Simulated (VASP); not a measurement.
Level of theory: HSEsol screened hybrid, VASP's PBE PAW potentials (set 64) (plane waves; VASP).

The input files of a VASP run:

### INCAR
```
! general
SYSTEM   = GaP
PREC     = Accurate
ENCUT    = 520
LREAL    = .False.
LASPH    = .True.
ISYM     = 3

! electronic loop
EDIFF    = 1E-6
NELM     = 60
ALGO     = Normal
LMAXMIX  = 4

! smearing
ISMEAR   = 0
SIGMA    = 0.05

! functional
GGA      = PS
LHFCALC  = .True.
AEXX     = 0.25
HFSCREEN = 0.2
PRECFOCK = Fast

! ions
ISIF     = 2

! output
LWAVE    = .False.
LCHARG   = .False.
```

### KPOINTS
```
Automatic mesh
0
Gamma
6 6 6
0 0 0
```

POSCAR:
```
GaP
5.5604060
  0.0000000000   0.4999999960   0.4999999960
  0.4999999960   0.0000000000   0.4999999960
  0.4999999960   0.4999999960   0.0000000000
Ga P
1 1
Cart
  0.0000000000   0.0000000000   0.0000000000
  0.2499999980   0.2499999980   0.2499999980
```

POTCAR, in this order: Ga_d P (PBE.64 set). Program: vasp_std. Read from the step before: WAVECAR.

The resulting files:

OUTCAR:
```
 ion  position               nearest neighbor table
   1  0.000  0.000  0.000-   2 2.41   2 2.41   2 2.41   2 2.41
   2  0.250  0.250  0.250-   1 2.41   1 2.41   1 2.41   1 2.41
  LATTYP: Found a face centered cubic cell.
 ALAT       =     5.5604059558
 Subroutine PRICEL returns:
 Original cell was already a primitive cell.
 Subroutine GETGRP returns: Found 24 space group operations
The static configuration has the point symmetry T_d .
The dynamic configuration has the point symmetry T_d .
 Subroutine INISYM returns: Found 24 space group operations
 Subroutine IBZKPT returns following result:
 Found     16 irreducible k-points:

 Following reciprocal coordinates:
            Coordinates               Weight
  0.000000  0.000000  0.000000      1.000000
  0.166667  0.000000  0.000000      8.000000
  0.333333  0.000000  0.000000      8.000000
  0.500000  0.000000  0.000000      4.000000
  0.166667  0.166667  0.000000      6.000000
  0.333333  0.166667  0.000000     24.000000
  0.500000  0.166667  0.000000     24.000000
 -0.333333  0.166667  0.000000     24.000000
 -0.166667  0.166667  0.000000     12.000000
  0.333333  0.333333  0.000000      6.000000
  0.500000  0.333333  0.000000     24.000000
 -0.333333  0.333333  0.000000     12.000000
  0.500000  0.500000  0.000000      3.000000
  0.500000  0.333333  0.166667     24.000000
 -0.333333  0.333333  0.166667     24.000000
 -0.333333  0.500000  0.166667     12.000000
 Subroutine IBZKPT_HF returns following result:
   k-points           NKPTS =     16   k-points in BZ     NKDIM =    216   number of bands    NBANDS=     13
   number of dos      NEDOS =    301   number of ions     NIONS =      2
   total plane-waves  NPLWV =  27000
   dimension x,y,z NGX =    30 NGY =   30 NGZ =   30
   dimension x,y,z NGXF=    60 NGYF=   60 NGZF=   60
   ions per type =               1   1
   PREC   = accura    normal or accurate (medium, high low for compatibility)
...
```

OSZICAR:
```
       N       E                     dE             d eps       ncg     rms          rms(c)
DAV:   1    -0.112828676008E+02   -0.11283E+02   -0.48597E-01   586   0.162E+01    0.987E-01
DAV:   2    -0.112801354529E+02    0.27321E-02   -0.46840E-02   623   0.389E+00    0.724E-01
DAV:   3    -0.112792875906E+02    0.84786E-03   -0.55486E-03   616   0.137E+00    0.391E-01
DAV:   4    -0.112791328291E+02    0.15476E-03   -0.50609E-04   501   0.286E-01    0.193E-01
DAV:   5    -0.112790570921E+02    0.75737E-04   -0.54819E-05   456   0.756E-02    0.104E-01
DAV:   6    -0.112790353056E+02    0.21787E-04   -0.18242E-05   511   0.372E-02    0.564E-02
DAV:   7    -0.112790280607E+02    0.72448E-05   -0.38210E-06   469   0.178E-02    0.304E-02
DAV:   8    -0.112790253487E+02    0.27120E-05   -0.85310E-07   283   0.918E-03    0.168E-02
DAV:   9    -0.112790243036E+02    0.10451E-05   -0.54288E-07   223   0.686E-03    0.825E-03
DAV:  10    -0.112790239041E+02    0.39956E-06   -0.21331E-07   208   0.408E-03
   1 F= -.11279024E+02 E0= -.11279024E+02  d E =-.336076E-17
```

**OUTCAR**
```
------------------------ aborting loop because EDIFF is reached ----------------------------------------
  FORCE on cell =-STRESS in cart. coord.  units (eV):
  Direction    XX          YY          ZZ          XY          YZ          ZX
  --------------------------------------------------------------------------------------
  Total       -1.6439204     -1.6439204     -1.6439204     -0.0000000      0.0000000     -0.0000000
  in kB      -61.2818482    -61.2818482    -61.2818482     -0.0000000      0.0000000     -0.0000000
  external PRESSURE =     -61.2818482 kB  Pullay stress =       0.0000000 kB
  volume of cell :       42.98
      direct lattice vectors                 reciprocal lattice vectors
     0.000000000  2.780202978  2.780202978    -0.179842984  0.179842984  0.179842984
     2.780202978  0.000000000  2.780202978     0.179842984 -0.179842984  0.179842984
     2.780202978  2.780202978  0.000000000     0.179842984  0.179842984 -0.179842984
  FREE ENERGIE OF THE ION-ELECTRON SYSTEM (eV)
  ---------------------------------------------------
  free  energy   TOTEN  =       -11.2790239041 eV

  energy  without entropy=      -11.2790239041  energy(sigma->0) =      -11.27902390

  exchange ACFDT corr.  =         0.00000000  see jH, gK, PRB 81, 115126
```
(Selected blocks of OUTCAR.)

The compound is GaP in the zinc blende structure. This cell is one point of a volume scan, at 1.03 of the reference volume. The cell's shape comes from a PBE relaxation.
